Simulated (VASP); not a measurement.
Here is the system:

```
CELL_PARAMETERS angstrom
      4.15009     0.00000     0.00000
      0.00000     4.15009     0.00000
      0.00000     0.00000     4.15009
ATOMIC_POSITIONS crystal
  Ba 0.00000 0.00000 0.00000
  Zr 0.50000 0.50000 0.50000
  O  0.50000 0.00000 0.50000
  O  0.00000 0.50000 0.50000
  O  0.50000 0.50000 0.00000
```

Calculation: PBE GGA, VASP's PBE PAW potentials (set 64) (plane waves; VASP 6.6.1). Run with 520 eV cut-off, 5×5×5 Γ-centred mesh, Gaussian smearing of 0.050 eV, potentials Ba_sv Zr_sv O.

**Question.** Predict the energy per atom (σ→0), pressure.

**Answer.** 
```
Property                       Result
---------------------  --------------
energy per atom (σ→0)  -8.316 eV/atom
pressure                    10.53 GPa
```

Total energies compare only between runs with the same potentials, cut-off and functional.

The compound is BaZrO3 in the cubic perovskite structure. This cell is one point of a volume scan, at 0.94 of the reference volume.
